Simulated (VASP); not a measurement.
Computed with PBEsol GGA, VASP's PBE PAW potentials (set 64) (plane waves; VASP 6.6.1).

A VASP calculation is set up with these files.

### POSCAR
```
MoSi2
1
   -1.5950248890     1.6189502623     3.9704211694
    1.5950248890    -1.6189502623     3.9704211694
    1.5950248890     1.6189502623    -3.9704211694
Si Mo
2 1
Direct
  0.6649451924   0.6649451924   0.0000000000
  0.3350548076   0.3350548076   0.0000000000
  0.0000000000   0.0000000000   0.0000000000
```

### INCAR
```
! general
SYSTEM   =  MoSi2
PREC     =  Accurate
ENCUT    =  480
LREAL    =  .FALSE.
LASPH    =  .TRUE.

! electronic loop
EDIFF    =  1E-7
NELM     =  100
ALGO     =  Normal
LMAXMIX  =  4

! smearing
ISMEAR   =  1
SIGMA    =  0.1

! functional
GGA      =  PS

! ions
IBRION   =  2
NSW      =  30
ISIF     =  2
EDIFFG   =  -0.01

! output
LWAVE    =  .FALSE.
LCHARG   =  .FALSE.
```

KPOINTS:
```
Automatic mesh
0
Gamma
12 12 12
0 0 0
```

POTCAR, in this order: Si Mo_sv (PBE.64 set). Program: vasp_std.

What VASP printed:

File OSZICAR:
```
       N       E                     dE             d eps       ncg     rms          rms(c)
DAV:   1     0.114825412970E+03    0.11483E+03   -0.11006E+04  8408   0.131E+03
DAV:   2    -0.231941370322E+02   -0.13802E+03   -0.13619E+03 10360   0.327E+02
DAV:   3    -0.260299898627E+02   -0.28359E+01   -0.27965E+01 11236   0.425E+01
DAV:   4    -0.260437153444E+02   -0.13725E-01   -0.13727E-01  9632   0.344E+00
DAV:   5    -0.260438357933E+02   -0.12045E-03   -0.12044E-03 11277   0.295E-01    0.216E+01
DAV:   6    -0.252436429887E+02    0.80019E+00   -0.78714E+00  9779   0.191E+01    0.459E+00
DAV:   7    -0.250950413654E+02    0.14860E+00   -0.12602E+00  9430   0.708E+00    0.447E+00
DAV:   8    -0.250516387499E+02    0.43403E-01   -0.14258E-01 10108   0.305E+00    0.466E-01
DAV:   9    -0.250504455595E+02    0.11932E-02   -0.27414E-03 10367   0.444E-01    0.252E-01
DAV:  10    -0.250503403422E+02    0.10522E-03   -0.81019E-04  9996   0.268E-01    0.636E-02
DAV:  11    -0.250503261434E+02    0.14199E-04   -0.30010E-04  9919   0.135E-01    0.438E-02
DAV:  12    -0.250503195286E+02    0.66148E-05   -0.32110E-05  9562   0.418E-02    0.107E-02
DAV:  13    -0.250503191670E+02    0.36164E-06   -0.16021E-06 10927   0.779E-03    0.160E-03
DAV:  14    -0.250503190859E+02    0.81124E-07   -0.37043E-08  5096   0.139E-03
   1 F= -.25050319E+02 E0= -.25050239E+02  d E =-.250503E+02
       N       E                     dE             d eps       ncg     rms          rms(c)
DAV:   1    -0.250506154503E+02   -0.29628E-03   -0.81397E-03  9268   0.484E-01    0.568E-02
DAV:   2    -0.250506230417E+02   -0.75915E-05   -0.27153E-04 11053   0.107E-01    0.313E-02
DAV:   3    -0.250506207202E+02    0.23215E-05   -0.12427E-05  9800   0.260E-02    0.131E-02
DAV:   4    -0.250506203412E+02    0.37903E-06   -0.30893E-06 10402   0.984E-03    0.249E-03
DAV:   5    -0.250506203688E+02   -0.27641E-07   -0.18335E-07  8232   0.264E-03
   2 F= -.25050620E+02 E0= -.25050513E+02  d E =-.301283E-03
       N       E                     dE             d eps       ncg     rms          rms(c)
DAV:   1    -0.250506293162E+02   -0.89750E-05   -0.35122E-04  9317   0.100E-01    0.116E-02
DAV:   2    -0.250506296870E+02   -0.37085E-06   -0.11905E-05 11032   0.224E-02    0.656E-03
DAV:   3    -0.250506295934E+02    0.93637E-07   -0.52671E-07  9541   0.537E-03
   3 F= -.25050630E+02 E0= -.25050517E+02  d E =-.310508E-03
```

OUTCAR:
```
------------------------ aborting loop because EDIFF is reached ----------------------------------------
  FORCE on cell =-STRESS in cart. coord.  units (eV):
  Direction    XX          YY          ZZ          XY          YZ          ZX
  --------------------------------------------------------------------------------------
  Total       -0.6811967     -1.7554867     -2.1172986      0.0000000      0.0000000      0.0000000
  in kB      -26.6124934    -68.5820679    -82.7170736      0.0000000      0.0000000      0.0000000
  external PRESSURE =     -59.3038783 kB  Pullay stress =       0.0000000 kB
  volume of cell :       41.01
      direct lattice vectors                 reciprocal lattice vectors
    -1.595024889  1.618950262  3.970421169     0.000000000  0.308842101  0.125931225
     1.595024889 -1.618950262  3.970421169     0.313474732  0.000000000  0.125931225
     1.595024889  1.618950262 -3.970421169     0.313474732  0.308842101  0.000000000
 POSITION                                       TOTAL-FORCE (eV/Angst)
 -----------------------------------------------------------------------------------
      0.00000      0.00000      5.27598        -0.000000      0.000000     -0.000240
      0.00000      0.00000      2.66487         0.000000     -0.000000      0.000240
      0.00000      0.00000      0.00000         0.000000     -0.000000      0.000000
 -----------------------------------------------------------------------------------
    total drift:                                0.000000      0.000000      0.000000
  FREE ENERGIE OF THE ION-ELECTRON SYSTEM (eV)
  ---------------------------------------------------
  free  energy   TOTEN  =       -25.0506295934 eV

  energy  without entropy=      -25.0502922161  energy(sigma->0) =      -25.05051713

 reached required accuracy - stopping structural energy minimisation
```
(Selected blocks of OUTCAR.)

CONTCAR:
```
MoSi2
   1.00000000000000
    -1.5950248890000001    1.6189502623000001    3.9704211693999998
     1.5950248890000001   -1.6189502623000001    3.9704211693999998
     1.5950248890000001    1.6189502623000001   -3.9704211693999998
  Si              Mo
     2     1
Direct
     0.6644101815503970    0.6644101815503970    0.0000000000000000
     0.3355898184496030    0.3355898184496030    0.0000000000000000
     0.0000000000000000    0.0000000000000000    0.0000000000000000
```

The compound is MoSi2 in the MoSi2 type structure. This cell was strained or had an atom moved on purpose. Symmetry was kept, so distortions that lower it aren't found.
